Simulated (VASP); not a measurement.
An input for Quantum ESPRESSO's pw.x (written as the equivalent of a VASP run, and not itself run):

```
&CONTROL
  calculation = 'vc-relax'
  pseudo_dir = './pseudo'
  outdir = './out'
  tprnfor = .true.
  tstress = .true.
  nstep = 40
  forc_conv_thr = 0.00078
/
&SYSTEM
  ibrav = 0
  nat = 2
  ntyp = 2
  ecutwfc = 82.3
  occupations = 'smearing'
  smearing = 'gaussian'
  degauss = 0.003675
  input_dft = 'pz'
/
&ELECTRONS
  conv_thr = 7.3e-08
  electron_maxstep = 100
/
&IONS
/
&CELL
  press = 200
/
ATOMIC_SPECIES
  Sn 118.710 Sn.upf
  Te 127.600 Te.upf
CELL_PARAMETERS angstrom
     0.0000000    2.9731929    2.9731929
     2.9731929    0.0000000    2.9731929
     2.9731929    2.9731929    0.0000000
ATOMIC_POSITIONS crystal
  Sn   0.0000000  0.0000000  0.0000000
  Te   0.5000000  0.5000000  0.5000000
K_POINTS automatic
  8 8 8 0 0 0
```

Write the VASP files for the same calculation (LDA).

This is not unique; one that fits is 
### KPOINTS
```
K-points
0
gamma
 8 8 8
0 0 0
```

**INCAR**
```
! general
SYSTEM  = SnTe
PREC    = Accurate
ENCUT   = 500
LREAL   = .FALSE.
LASPH   = .TRUE.   ! aspherical one-centre terms

! electronic loop
EDIFF   = 1E-6   ! SCF stop (eV)
NELM    = 100
ALGO    = Normal
LMAXMIX = 4

! smearing
ISMEAR  = 0   ! Gaussian
SIGMA   = 0.05   ! width (eV)

! ions
IBRION  = 2   ! conjugate gradients
NSW     = 40   ! most ionic steps
ISIF    = 3   ! ions, shape and volume
EDIFFG  = -0.02   ! ionic stop
PSTRESS = 200

! output
LWAVE   = .FALSE.
LCHARG  = .FALSE.
```

### POSCAR
```
SnTe
1.0
  0.0000000000   2.9731928892   2.9731928892
  2.9731928892   0.0000000000   2.9731928892
  2.9731928892   2.9731928892   0.0000000000
Sn Te
1 1
Direct
  0.0000000000   0.0000000000   0.0000000000
  0.5000000000   0.5000000000   0.5000000000
```

POTCAR, in this order: Sn_d Te (LDA.64 set). Program: vasp_std.

The two are equivalent in intent, not identical: the potentials are each code's own (VASP's PAW set, PseudoDojo norm-conserving files in pw.x), so ENCUT and ecutwfc are chosen apart and not converted; conv_thr bounds pw.x's estimated SCF error, while EDIFF bounds the energy change between steps; forc_conv_thr acts on force components and is met together with etot_conv_thr.

The compound is SnTe in the rock salt structure, which distorts at low temperature. This run relaxes it under an external pressure of 20 GPa. Symmetry was kept, so distortions that lower it aren't found.
